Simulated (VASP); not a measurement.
These are optB86b-vdW, VASP's PBE PAW potentials (set 64) (plane waves; VASP) values and carry that method's errors.

VASP input:

**INCAR**
```
AGGAC = 0.0
ALGO = Normal
EDIFF = 1E-7
EDIFFG = -0.01
ENCUT = 520
GGA = MK
IBRION = 2
ISIF = 4
ISMEAR = 1
LASPH = T
LCHARG = F
LMAXMIX = 6
LREAL = F
LUSE_VDW = T
LWAVE = F
NELM = 100
NSW = 30
PARAM1 = 0.1234
PARAM2 = 1.0
PREC = Accurate
SIGMA = 0.1
SYSTEM = CuAu
```

**KPOINTS**
```
Automatic mesh
0
Gamma
13 13 10
0 0 0
```

### POSCAR
```
CuAu
1
    2.9193982754     0.0000000000     0.0000000000
    0.0000000000     2.9193982754     0.0000000000
    0.0000000000    -0.0000000000     3.6381387694
Cu Au
1 1
Direct
  0.0000000000   0.0000000000   0.0000000000
  0.5000000000   0.5000000000   0.5000000000
```

POTCAR, in this order: Cu Au (PBE.64 set). Program: vasp_std.

The run wrote:

File OSZICAR:
```
       N       E                     dE             d eps       ncg     rms          rms(c)
DAV:   1     0.137175548209E+03    0.13718E+03   -0.11431E+04  5246   0.205E+03
DAV:   2     0.205844332958E+01   -0.13512E+03   -0.12876E+03  5201   0.333E+02
DAV:   3    -0.270153664448E+01   -0.47600E+01   -0.46714E+01  6266   0.725E+01
DAV:   4    -0.275386670335E+01   -0.52330E-01   -0.52314E-01  5759   0.656E+00
DAV:   5    -0.275548249382E+01   -0.16158E-02   -0.16157E-02  7427   0.128E+00    0.102E+01
DAV:   6    -0.232124265954E+01    0.43424E+00   -0.95817E+00  5217   0.907E+01    0.544E+00
DAV:   7    -0.181723690439E+01    0.50401E+00   -0.32509E+00  6221   0.949E+01    0.477E+00
DAV:   8    -0.178935734642E+01    0.27880E-01   -0.20427E-01  7346   0.102E+01    0.252E+00
DAV:   9    -0.178249935397E+01    0.68580E-02   -0.33406E-02  7741   0.509E+00    0.221E-01
DAV:  10    -0.178161172229E+01    0.88763E-03   -0.68108E-03  7701   0.205E+00    0.845E-02
DAV:  11    -0.178161692911E+01   -0.52068E-05   -0.40706E-04  6665   0.650E-01    0.348E-02
DAV:  12    -0.178160443743E+01    0.12492E-04   -0.69036E-05  6234   0.264E-01    0.419E-03
DAV:  13    -0.178160429573E+01    0.14170E-06   -0.19319E-06  6133   0.145E-02    0.245E-03
DAV:  14    -0.178160425192E+01    0.43807E-07   -0.38265E-07  4736   0.153E-02
   1 F= -.17816043E+01 E0= -.17816845E+01  d E =-.178160E+01
```

File OUTCAR:
```
------------------------ aborting loop because EDIFF is reached ----------------------------------------
  FORCE on cell =-STRESS in cart. coord.  units (eV):
  Direction    XX          YY          ZZ          XY          YZ          ZX
  --------------------------------------------------------------------------------------
  Total       -1.4708964     -1.4708964     -1.4556898      0.0000000      0.0000000      0.0000000
  in kB      -76.0022968    -76.0022968    -75.2165589      0.0000000      0.0000000      0.0000000
  external PRESSURE =     -75.7403842 kB  Pullay stress =       0.0000000 kB
  volume of cell :       31.01
      direct lattice vectors                 reciprocal lattice vectors
     2.919398275  0.000000000  0.000000000     0.342536340  0.000000000  0.000000000
     0.000000000  2.919398275  0.000000000     0.000000000  0.342536340  0.000000000
     0.000000000  0.000000000  3.638138769     0.000000000  0.000000000  0.274865821
 POSITION                                       TOTAL-FORCE (eV/Angst)
 -----------------------------------------------------------------------------------
      0.00000      0.00000      0.00000         0.000000      0.000000      0.000000
      1.45970      1.45970      1.81907         0.000000      0.000000      0.000000
 -----------------------------------------------------------------------------------
    total drift:                                0.000000      0.000000     -0.000000
  FREE ENERGIE OF THE ION-ELECTRON SYSTEM (eV)
  ---------------------------------------------------
  free  energy   TOTEN  =        -1.7816042519 eV

  energy  without entropy=       -1.7818450785  energy(sigma->0) =       -1.78168453

 reached required accuracy - stopping structural energy minimisation
```
(Selected blocks of OUTCAR.)

**OUTCAR**
```
 val. band max:        7.6455759068   @ k =   0.4615   0.3846   0.1000

 cond. band min:       7.6959461667   @ k =   0.4615   0.0000   0.3000


 Fermi energy:         7.6957907794

 k-point     1 :       0.0000    0.0000    0.0000
  band No.  band energies     occupation
      1      -1.4662      2.00000
      2       1.6975      2.00000
      3       1.8155      2.00000
      4       3.8342      2.00000
      5       3.8342      2.00000
      6       4.6651      2.00000
      7       5.1526      2.00000
      8       5.7181      2.00000
      9       6.0625      2.00000
     10       6.2531      2.00000
     11       6.2531      2.00000
     12      10.6101      0.00000
     13      16.0103      0.00000
     14      16.8481      0.00000
     15      16.8481      0.00000

 k-point     2 :       0.0769    0.0000    0.0000
  band No.  band energies     occupation
      1      -1.3404      2.00000
      2       1.7567      2.00000
      3       1.8811      2.00000
      4       3.7740      2.00000
      5       3.8629      2.00000
      6       4.6192      2.00000
      7       5.1696      2.00000
      8       5.7082      2.00000
      9       6.0088      2.00000
     10       6.1024      2.00000
     11       6.2261      2.00000
     12      10.9282      0.00000
     13      15.4102      0.00000
     14      16.6400      0.00000
     15      17.0639      0.00000

 k-point     3 :       0.1538    0.0000    0.0000
  band No.  band energies     occupation
      1      -0.9748      2.00000
      2       1.8869      2.00000
      3       2.1104      2.00000
      4       3.6023      2.00000
      5       3.9461      2.00000
      6       4.4889      2.00000
      7       5.2033      2.00000
      8       5.6943      2.00000
      9       5.7740      2.00000
     10       5.8734      2.00000
     11       6.1476      2.00000
     12      11.7549      0.00000
     13      13.8022      0.00000
     14      16.5687      0.00000
     15      17.6823      0.00000
...
```

Unless said otherwise, spin-orbit coupling is left out, though it shifts the bands of the heavy elements here.

The compound is CuAu in the L1_0 structure. This cell is one point of a volume scan, at 1.06 of the reference volume.
